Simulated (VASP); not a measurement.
Energy against volume of Pd (fcc). Computed with vdW-DF-cx, VASP's PBE PAW potentials (set 64) (plane waves; VASP). Settings: 520 eV cut-off, 16×16×16 Γ-centred mesh, first-order Methfessel-Paxton smearing of 0.10 eV, potentials Pd.

```csv
V (Å³/atom),E (eV/atom)
13.756,-2.54306
14.195,-2.57198
14.634,-2.58081
15.073,-2.57308
```

**Question.** Fit these four points and predict the energy of the run at 15.512 Å³/atom.

**Answer.** A cubic in V^(−2/3), the third-order Birch-Murnaghan form, passes through the four points with V0 = 14.63 Å³/atom and B0 = 201 GPa, and gives -2.5517 eV/atom there. The run gave -2.5517 eV/atom, +0.0 meV/atom from the fit; all five points give B0 = 201 GPa.

The compound is Pd in the fcc structure. It was relaxed first.
